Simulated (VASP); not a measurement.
A run of VASP 6.6.1:

File INCAR:

```
  PREC = Accurate
  ENCUT = 450
  EDIFF = 1E-5
  ISMEAR = 0
  SIGMA = 0.03
  LREAL = Auto
  LASPH = T
  NELM = 120
  ALGO = All
  ISIF = 2
  LWAVE = F
  LCHARG = F
  ISPIN = 2
  MAGMOM = 5 0 0 0 0 0 0 0 0 0 0 0 0 0 0 0 0 0 0 0 0 0 0 0
  LORBIT = 11
  LMAXMIX = 4
  LDAU = T
  LDAUTYPE = 2
  LDAUL = 2 -1
  LDAUU = 4 0
  LDAUJ = 0 0
  LDAUPRINT = 1
  GGA = PS
  ISYM = 0
  KPAR = 4
```

Contents of KPOINTS:

```
Automatic mesh
0
Gamma
  3 4 4
```

POSCAR

```
CoC23
1.0
    0.0000000000      5.3503200000      5.3503200000
    3.5668800000      0.0000000000      3.5668800000
    3.5668800000      3.5668800000      0.0000000000
Co C
1 23
Direct
    0.0000000000      0.0000000000      0.0000000000
    0.0000000000      0.0000000000      0.5000000000
    0.0000000000      0.5000000000      0.0000000000
    0.0000000000      0.5000000000      0.5000000000
    0.3333330000      0.0000000000      0.0000000000
    0.3333330000      0.0000000000      0.5000000000
    0.3333330000      0.5000000000      0.0000000000
    0.3333330000      0.5000000000      0.5000000000
    0.6666670000      0.0000000000      0.0000000000
    0.6666670000      0.0000000000      0.5000000000
    0.6666670000      0.5000000000      0.0000000000
    0.6666670000      0.5000000000      0.5000000000
    0.0833333333      0.1250000000      0.1250000000
    0.0833333333      0.1250000000      0.6250000000
    0.0833333333      0.6250000000      0.1250000000
    0.0833333333      0.6250000000      0.6250000000
    0.4166663333      0.1250000000      0.1250000000
    0.4166663333      0.1250000000      0.6250000000
    0.4166663333      0.6250000000      0.1250000000
    0.4166663333      0.6250000000      0.6250000000
    0.7500003333      0.1250000000      0.1250000000
    0.7500003333      0.1250000000      0.6250000000
    0.7500003333      0.6250000000      0.1250000000
    0.7500003333      0.6250000000      0.6250000000
```

Potentials or basis: VASP PAW PBE potentials, release 64 (Co, C).

Command:

```sh
$ cat potpaw_PBE.64/Co/POTCAR potpaw_PBE.64/C/POTCAR > POTCAR
$ mpirun -np 4 vasp_std > vasp.out
```

Hardware: 4 MPI ranks on Intel(R) Xeon(R) Platinum 8488C (Sapphire Rapids), with other jobs on the host.

Task: Estimate the wall time of this run.

Result: Run time: 6.3 min on 4 MPI ranks on Intel(R) Xeon(R) Platinum 8488C (Sapphire Rapids), with other jobs on the host, peak memory 0.77 GiB a rank. Counts: scf iterations 26, k points 26.
